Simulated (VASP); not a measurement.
Energy against volume of NaI (rock salt). Level of theory: PBE GGA with D3 dispersion (Becke-Johnson damping), VASP's PBE PAW potentials (set 64) (plane waves; VASP).

```tsv
V (Å³/atom)	E (eV/atom)
30.327	-2.94292
31.295	-2.94850
32.263	-2.95004
33.231	-2.94818
34.199	-2.94346
```

**Question.** Fit a third-order Birch-Murnaghan equation of state.

**Answer.** 
```
Item                                            Result
---------------------------------------  -------------
volume per atom                          32.19 Å³/atom
bulk modulus                                  18.9 GPa
pressure derivative of the bulk modulus           4.71
lattice constant a                             6.362 Å
```

The compound is NaI in the rock salt structure. It was relaxed first.
